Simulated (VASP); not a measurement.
These are PBE GGA, VASP's PBE PAW potentials (set 64) (plane waves; VASP 6.6.1) values and carry that method's errors.

VASP input:

File KPOINTS:
```
Automatic mesh
0
Gamma
12 12 12
0 0 0
```

INCAR:
```
! general
SYSTEM   =  HfC
PREC     =  Single
ENCUT    =  520
LREAL    =  .FALSE.
LASPH    =  .TRUE.

! electronic loop
EDIFF    =  1E-6
NELM     =  100
ALGO     =  Normal
LMAXMIX  =  6

! smearing
ISMEAR   =  1
SIGMA    =  0.1

! functional
GGA      =  PE

! ions
ISIF     =  2

! output
LWAVE    =  .FALSE.
LCHARG   =  .FALSE.
```

POSCAR:
```
HfC
1
    0.0000000000     2.3200000000     2.3200000000
    2.3200000000     0.0000000000     2.3200000000
    2.3200000000     2.3200000000     0.0000000000
Hf C
1 1
Direct
  0.0000000000   0.0000000000   0.0000000000
  0.5000000000   0.5000000000   0.5000000000
```

POTCAR, in this order: Hf_pv C (PBE.64 set). Program: vasp_std.

What VASP printed:

**OSZICAR**
```
       N       E                     dE             d eps       ncg     rms          rms(c)
DAV:   1     0.235419926512E+02    0.23542E+02   -0.77388E+03  1584   0.121E+03
DAV:   2    -0.225085208470E+02   -0.46051E+02   -0.43206E+02  2157   0.209E+02
DAV:   3    -0.242050485237E+02   -0.16965E+01   -0.16833E+01  2029   0.310E+01
DAV:   4    -0.242189337237E+02   -0.13885E-01   -0.13814E-01  1906   0.309E+00
DAV:   5    -0.242191040382E+02   -0.17031E-03   -0.17025E-03  2134   0.285E-01    0.578E+01
DAV:   6    -0.211217280716E+02    0.30974E+01   -0.20286E+01  1781   0.232E+01    0.412E+01
DAV:   7    -0.210582580396E+02    0.63470E-01   -0.64942E-01  1854   0.617E+00    0.248E+01
DAV:   8    -0.210521607068E+02    0.60973E-02   -0.57853E-02  1773   0.238E+00    0.581E+00
DAV:   9    -0.210458793255E+02    0.62814E-02   -0.30669E-02  1785   0.104E+00    0.184E+00
DAV:  10    -0.210456697622E+02    0.20956E-03   -0.87104E-04  1890   0.256E-01    0.409E-01
DAV:  11    -0.210456560252E+02    0.13737E-04   -0.22034E-04  1799   0.104E-01    0.556E-02
DAV:  12    -0.210456538899E+02    0.21352E-05   -0.71178E-06  1846   0.245E-02    0.678E-02
DAV:  13    -0.210456530902E+02    0.79969E-06   -0.49552E-07   906   0.738E-03
   1 F= -.21045653E+02 E0= -.21045595E+02  d E =-.174718E-03
```

File OUTCAR:
```
------------------------ aborting loop because EDIFF is reached ----------------------------------------
  FORCE on cell =-STRESS in cart. coord.  units (eV):
  Direction    XX          YY          ZZ          XY          YZ          ZX
  --------------------------------------------------------------------------------------
  Total        0.1788900      0.1788900      0.1788900     -0.0000000     -0.0000000      0.0000000
  in kB       11.4763189     11.4763189     11.4763189     -0.0000000     -0.0000000      0.0000000
  external PRESSURE =      11.4763189 kB  Pullay stress =       0.0000000 kB
  volume of cell :       24.97
      direct lattice vectors                 reciprocal lattice vectors
     0.000000000  2.320000000  2.320000000    -0.215517241  0.215517241  0.215517241
     2.320000000  0.000000000  2.320000000     0.215517241 -0.215517241  0.215517241
     2.320000000  2.320000000  0.000000000     0.215517241  0.215517241 -0.215517241
 POSITION                                       TOTAL-FORCE (eV/Angst)
 -----------------------------------------------------------------------------------
      0.00000      0.00000      0.00000         0.000000      0.000000      0.000000
      2.32000      2.32000      2.32000        -0.000000     -0.000000     -0.000000
 -----------------------------------------------------------------------------------
    total drift:                                0.000000     -0.000000      0.000000
  FREE ENERGIE OF THE ION-ELECTRON SYSTEM (eV)
  ---------------------------------------------------
  free  energy   TOTEN  =       -21.0456530902 eV

  energy  without entropy=      -21.0454783720  energy(sigma->0) =      -21.04559485
```
(Selected blocks of OUTCAR.)

The compound is HfC in the rock salt structure. The cell was not relaxed at this level. The run is one of a series of settings (PREC = Single against the base run), some of them coarse on purpose.
